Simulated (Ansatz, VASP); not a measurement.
# Cross-check of ScAl3 between VASP and Ansatz

Aim: how closely do two programs agree when they are given the same cell, functional and k mesh? The cell is taken from a series of runs on this material, whose earlier steps may have relaxed, scaled, displaced or heated it; both programs get it as it stands.

Calculated with Ansatz 0.2.0; plane waves, with VASP 6.6.1 beside it; zone-centre phonons at PBEsol.

## 1. Set-up

It takes space group Pm-3m (No. 221, cubic). Conventional cell: a = 4.071 Å, b = 4.071 Å, c = 4.071 Å, α = 90.00°, β = 90.00°, γ = 90.00°. Sc has 12 Al at 2.88 Å nearest. Al has 4 Sc at 2.88 Å and 8 Al at 2.88 Å nearest. Farther neighbours are not listed.

## 2. Ansatz: zone-centre phonons, PBEsol

Ansatz runs on its PAW soft_1 files.

Second derivatives magnify differences that forces hide, and they need a tight electronic threshold.

File input.yaml:

```yaml
crystal:
  lattice:
    - [4.0709720515, 0.0, 0.0]
    - [0.0, 4.0709720515, 0.0]
    - [0.0, 0.0, 4.0709720515]
  atoms:
    - { symbol: Sc, position: [0.0, 0.0, 0.0] }
    - { symbol: Al, position: [0.5, 0.0, 0.5] }
    - { symbol: Al, position: [0.0, 0.5, 0.5] }
    - { symbol: Al, position: [0.5, 0.5, 0.0] }
kpoints:
  mp_grid: { grid: [10, 10, 10] }
hamiltonian:
  xc: pbesol
  pseudopotentials: { kind: paw, azcp: { folder: soft_1 }, xc_functional: pbe }
scf:
  occupations: { method: methfessel_paxton, width: 0.2 }
  lower_state_search: "off"
output:
  eigenvalues: true
phonons:
  method: dfpt
  qmesh: [2, 2, 2]
  temperatures: { t_max: 1000, t_step: 50 }
  qpath:
    path:
      - [[0.0, 0.0, 0.0], [0.0, 0.5, 0.0], [0.5, 0.5, 0.0], [0.0, 0.0, 0.0], [0.5, 0.5, 0.5], [0.0, 0.5, 0.0]]
      - [[0.5, 0.5, 0.5], [0.5, 0.5, 0.0]]
    npoints: 10
```

Started as:

```bash
$ ansatz run input.yaml --threads 8 --pin off --max-ram 16384MiB --backend cpu --events-out ev --progress --plain --runs-dir out
```

Numbers of over 12 decimals in the logs are rounded to 6 here.

The program printed:

```text
Engine: ansatz 0.2.0, aarch64-unknown-linux-gnu
Pseudopotentials: kind: paw
Pseudopotential: Sc, paw, valence charge 11, recommended cutoff 420 eV (normal), soft_1/Sc.paw.azcp
Pseudopotential: Al, paw, valence charge 3, recommended cutoff 420 eV (normal), soft_1/Al.paw.azcp
Functional definition: PBEsol
  exchange = pbesol_x
  correlation = pbesol_c
Crystal: 4 atoms, lattice volume = 67.467 Å³
Basis set: ecut = 420 eV, 1357 PW (Γ), exchange–correlation on 60×60×60 points (8 copies of the dense FFT grid, shifted against one another)
Bands: 14, of which v1, the nominal top of the filled ones, is band 10 counted from 1 (9 counted from 0)
Symmetry: 48 space group operations
k-points: 56 of 1000
Non-local potential: Sc, projectors of the file, l = 0: 3, l = 1: 2, l = 2: 3, l = 3: 1
Non-local potential: Al, projectors of the file, l = 0: 2, l = 1: 2, l = 2: 1
PAW form: soft (Blöchl's): semilocal exchange-correlation on the pseudo side does not see the compensation charge
PAW frozen core: Sc, regenerated for the run's functional, and the local potential with it (the file was generated under x = pbe(κ = 0.804, μ = 0.219515), c = pbe(β = 0.066725))
PAW frozen core: Al, regenerated for the run's functional, and the local potential with it (the file was generated under x = pbe(κ = 0.804, μ = 0.219515), c = pbe(β = 0.066725))
PAW one-centre angular grid: Sc, 590 points (default); XC on 64 Gauss nodes
PAW one-centre angular grid: Al, 110 points (default); XC on 64 Gauss nodes
Initial density: superposition of atomic densities (chi_scale 0.1, normalization cell, long waves kept (reshape's long-wave potential 0.00 eV rms))
Initial wavefunctions: pseudopotential atomic-orbital guess
Functional: x = pbesol(κ = 0.804, μ = 0.123457), c = pbesol(β = 0.046)
SCF iter   1: F=—  HF=-3687.267530 eV  |F-HF|=—  |Δ(HF+E_count)|=         —  Δρ=2.63e-2  dr2=9.33e-1  ethr=3.10e-3  ⟨swp⟩=5.2  Hψ=4089  notcnv=0
preconditioner: auto → Kerker (q_TF=auto, 2.228 Å⁻¹)  [metal: Δε(μ)=0.048 eV  Ē_g=5.473 eV  σ=0.200 eV  W_gap=0.20  n_scr=18 (ndim 8)  ℏωp=15.7 eV  f_vac=0.000  D(μ)=1.02/eV (n_scr^D=6)]
SCF iter   2: F=—  HF=-3687.052477 eV  |F-HF|=—  |Δ(HF+E_count)|=   2.15e-1  S|Δr|=    0.00e0  Δρ=1.70e-2  dr2=3.02e-1  ethr=3.10e-3  ⟨swp⟩=2.0  Hψ=1370  notcnv=0  defer=1
SCF iter   3: F=—  HF=-3686.916982 eV  |F-HF|=—  |Δ(HF+E_count)|=   1.35e-1  S|Δr|=    0.00e0  Δρ=5.46e-3  dr2=3.35e-2  ethr=1.51e-3  ⟨swp⟩=2.9  Hψ=1469  notcnv=0  defer=1
SCF iter   4: F=—  HF=-3686.906988 eV  |F-HF|=—  |Δ(HF+E_count)|=   9.99e-3  S|Δr|=    0.00e0  Δρ=9.47e-4  dr2=3.90e-4  ethr=1.68e-4  ⟨swp⟩=2.1  Hψ=1075  notcnv=0  defer=1
SCF iter   5: F=—  HF=-3686.906864 eV  |F-HF|=—  |Δ(HF+E_count)|=   1.24e-4  S|Δr|=    0.00e0  Δρ=1.20e-4  dr2=1.15e-5  ethr=1.95e-6  ⟨swp⟩=2.6  Hψ=1134  notcnv=0  defer=1
SCF iter   6: F=—  HF=-3686.906862 eV  |F-HF|=—  |Δ(HF+E_count)|=   1.64e-6  S|Δr|=    0.00e0  Δρ=1.53e-5  dr2=1.34e-7  ethr=5.77e-8  ⟨swp⟩=2.2  Hψ=959  notcnv=0  defer=1
SCF iter   7: F=—  HF=-3686.906863 eV  |F-HF|=—  |Δ(HF+E_count)|=   5.95e-7  S|Δr|=    0.00e0  Δρ=2.01e-6  dr2=1.90e-9  ethr=6.69e-10  ⟨swp⟩=2.4  Hψ=1075  notcnv=0  defer=1
SCF iter   8: F=—  HF=-3686.906863 eV  |F-HF|=—  |Δ(HF+E_count)|=  7.69e-11  S|Δr|=    0.00e0  Δρ=2.16e-7  dr2=3.18e-11  ethr=9.52e-12  ⟨swp⟩=2.7  Hψ=1344  notcnv=0  defer=1
SCF iter   9: F=-3686.906863 eV  HF=-3686.906863 eV  |F-HF|=0.00e0  |Δ(HF+E_count)|=  6.37e-12  S|Δr|=    0.00e0  Δρ=2.60e-8  dr2=4.45e-13  ethr=1.00e-12  ⟨swp⟩=4.2  Hψ=2772  notcnv=0
SCF 1 converged in 9 iterations: F = -3686.906863 eV  dr2 = 4.45e-13
  greatest PAW one-centre occupation: 0.998 electrons in one spin orbital (limit 2), on the Sc atom at site 0 (counted from 0), in its partial waves of l = 0
Initial density: read from a saved state, or passed on in memory by an earlier SCF of this step, an earlier step, the calling program or the single point that the run made first
iter 1 solved again at ethr=9.11e-8 eV; its pass at ethr=3.10e-3 eV (dr2=1.82e-5 eV) is discarded
SCF iter   1: F=—  HF=-3686.906862 eV  |F-HF|=—  |Δ(HF+E_count)|=         —  Δρ=1.37e-7  dr2=1.61e-11  ethr=9.11e-8  ⟨swp⟩=2.9  Hψ=6359  notcnv=0
eigensolver tolerance schedule: the retry pair's looser diagonalisation over-reported the residual by 1133019.33 of it (diagonalisation noise at an unbounded share of the residual, at the tolerance the schedule requests for it); recorded, not acted on — ethr = c·dr2/N_el stays at c = 1.0e-1
preconditioner: auto → Kerker (q_TF=auto, 2.228 Å⁻¹)  [metal: Δε(μ)=0.038 eV  Ē_g=5.622 eV  σ=0.200 eV  W_gap=0.16  n_scr=18 (ndim 8)  ℏωp=15.7 eV  f_vac=0.000  D(μ)=1.28/eV (n_scr^D=6)]
SCF iter   2: F=—  HF=-3686.906863 eV  |F-HF|=—  |Δ(HF+E_count)|=   7.43e-7  S|Δr|=    0.00e0  Δρ=8.51e-8  dr2=7.25e-12  ethr=1.00e-12  ⟨swp⟩=1.8  Hψ=2793  notcnv=0
SCF iter   3: F=-3686.906863 eV  HF=-3686.906863 eV  |F-HF|=1.36e-12  |Δ(HF+E_count)|=  4.55e-13  S|Δr|=    0.00e0  Δρ=4.21e-8  dr2=1.62e-12  ethr=1.00e-12  ⟨swp⟩=1.0  Hψ=1792  notcnv=0
SCF 2 converged in 3 iterations: F = -3686.906863 eV  dr2 = 1.62e-12
phonons: the bands overlap, so this run is a metal and interpolates without the dipole-dipole term. If the crystal is really an insulator or semiconductor, its LO-TO splitting is missing
NSCF: frozen V_eff on 56 k-points
NSCF: frozen V_eff on 216 k-points
DFPT response loops at q = (0, 0, 0) (fractional): preconditioner auto → Kerker (q_TF=auto, 2.228 Å⁻¹) (partly filled bands, converged f_vac=0.000); β = 1.00, the filter's whole step (`scf.mixing.beta` (0.50) is not read by the response loops under this deck's `scf.mixing.preconditioner`; to damp them name `kerker` or `kerker_dos`, under which they read `scf.mixing.beta`, and type it under 1.00, their step now; both keys bind the ground state too); Broyden in place of MSR1
NSCF: frozen V_eff on 432 k-points
DFPT response loops at q = (0, 0, -0.5) (fractional): mixed as the last ones told, above
NSCF: frozen V_eff on 432 k-points
DFPT response loops at q = (0, -0.5, -0.5) (fractional): mixed as the last ones told, above
NSCF: frozen V_eff on 432 k-points
DFPT response loops at q = (-0.5, -0.5, -0.5) (fractional): mixed as the last ones told, above
SCF converged after 9 iterations
Stability not checked: this state was not tested for a lower state beside it, because cold or Methfessel-Paxton smearing, or corrected tetrahedra, fill the levels in a way that the test cannot read (fill_not_monotonic; see scf.lower_state_search)
Free energy (F): -3686.906863 eV
Harris-Foulkes:  -3686.906863 eV  (|F-HF|=0.00e0)
Internal energy: -3686.908488 eV  (E = F + TS)
E sigma→0 (E₀):  -3686.907269 eV
Entropy (-TS):   0.001626 eV (0.406 meV/atom)
Fermi energy:    9.267772 eV
--- Per-component energies (eV) ---
  E_band       = -123.612224
  E_kinetic    = 279.879245
  E_local      = -1005.329402  (includes V_loc(G=0)·N_el)
  E_nonlocal   = 174.075297
  E_hartree    = 403.473739
  E_xc         = -199.140167
  E_vxc        = -195.555204  (∫ρ·V_xc dr)
  E_paw        = -2337.774423  (= ΣΔE_a)
  E_vpaw       = -183.629658  (= ΣTr[D̂ρ^β])
  E_aug_tail   = 0.000029  (compensation charges beyond the density's cutoff)
  E_ewald      = -1002.279248
  E_core_change = 0.186442  (= ΣΔE_core)
  E_smearing   = 0.001626  (= −TS)
  E_closure    = 0.000000  (closes the sum)
  Σ components = -3686.906863   (vs F -3686.906863, Δ=0.00e0)
--- Band table (eV; the first three rows and the last of 56) ---
  k-point 0: bands = [... 6 lower, 6.6145, 7.4451, 7.4451, 7.4451, 10.4705, 10.5585, 10.5585, 10.5585]
  k-point 1: bands = [... 6 lower, 6.6868, 7.4552, 7.4552, 7.9591, 10.5046, 10.5046, 10.5882, 10.8632]
  k-point 2: bands = [... 6 lower, 6.8969, 7.4793, 7.4793, 8.5854, 10.3923, 10.3923, 10.6689, 11.6758]
  k-point 55: bands = [... 6 lower, 4.4444, 4.7378, 6.2971, 6.2971, 6.2971, 10.1996, 11.8911, 11.8911]
--- Phonons (Γ-DFPT): 3 representative perturbations + reference (Σ response iterations 9) ---
  ASR residual: 4.295e-6 → 0.000e0 eV/Å²; symmetrization residual: 2.877e-6 eV/Å²
  ASR residual per site (eV/Å²): 1.94e-6 4.29e-6 4.29e-6 4.29e-6
  Γ frequencies (cm⁻¹): 0.00 0.00 0.00 243.76 243.76 243.76 259.81 259.81 259.81 337.06 337.06 337.06
--- Phonons (arbitrary-q DFPT): 4 irreducible q on the 2×2×2 mesh ---
  q = [0.0000, 0.0000, 0.0000] (star 1, of the zone-centre solve; hermiticity 5.84e-7, symmetrization 3.51e-12): 0.00 0.00 0.00 243.76 243.76 243.76 259.81 259.81 259.81 337.06 337.06 337.06
  q = [0.0000, 0.0000, -0.5000] (star 3, 7 solved perturbations in 1332 linear systems a pass and spin channel, the states on 216 of 1000 k-point pairs; hermiticity 4.77e-7, symmetrization 1.61e-13): 178.25 178.25 189.30 189.30 233.63 240.79 271.22 278.61 288.25 288.25 314.17 314.17
  q = [0.0000, -0.5000, -0.5000] (star 3, 7 solved perturbations in 1332 linear systems a pass and spin channel, the states on 216 of 1000 k-point pairs; hermiticity 7.37e-7, symmetrization 1.91e-13): 171.53 188.30 188.30 225.03 231.44 247.65 252.72 252.72 265.57 309.48 312.83 312.83
  q = [-0.5000, -0.5000, -0.5000] (star 1, 3 solved perturbations in 468 linear systems a pass and spin channel, the states on 216 of 1000 k-point pairs; hermiticity 5.14e-7, symmetrization 1.56e-12): 152.61 152.61 183.95 183.95 183.95 235.65 235.65 235.65 288.97 345.60 345.60 345.60
  sum rule: each row above includes the acoustic sum rule's correction from the zone centre's row sums; it moved no ω² by more than (0.21 cm⁻¹)²
  mesh force constants: q→R imaginary residual 1.15e-17; ASR residual 4.295e-6 → 0.000e0 eV/Å²; symmetrization residual 7.994e-15 eV/Å²
  interpolated dispersion: 62 rows × 12 modes
  density of states and harmonic sums: on the 16×16×16 q-mesh, interpolated from the force constants of a 2×2×2 supercell (no non-analytic term)
  largest difference from the sums on the solved wave vectors: F 7.19e-2 eV, S 1.04e-4 and C_V 3.23e-5 eV/K
  zero-point energy: 0.181102 eV/cell   skipped modes (ω ≤ 0): 3   left out of the sums: 6.10e-5 of the cell's modes: C_V's classical limit lies that fraction below 3 k_B per atom; for a crystal, a wire or a layer, F and S can be off by more, and a phonons.interpolated_qmesh denser along its periods is the remedy for the sampling
```

Reading the cycles: dr2 is the Hartree energy of the density residual (eV), the measure of convergence; HF is the Harris–Foulkes estimate of the energy, which meets the free energy F at convergence.

[end of part 1 of 2]

[Lines on the potential files, build, host, timing and source positions are cut from VASP's logs without a mark.]

[Logs are printed without paths, hosts, clocks, repeated set-up lines and the standing remarks that a program may print on its own settings, such as how far it seeks lower states.]

[Hosts, paths, dates, database ids (printed as entryN), source tags and the programs' standing remarks are cut or masked in the printed files.]
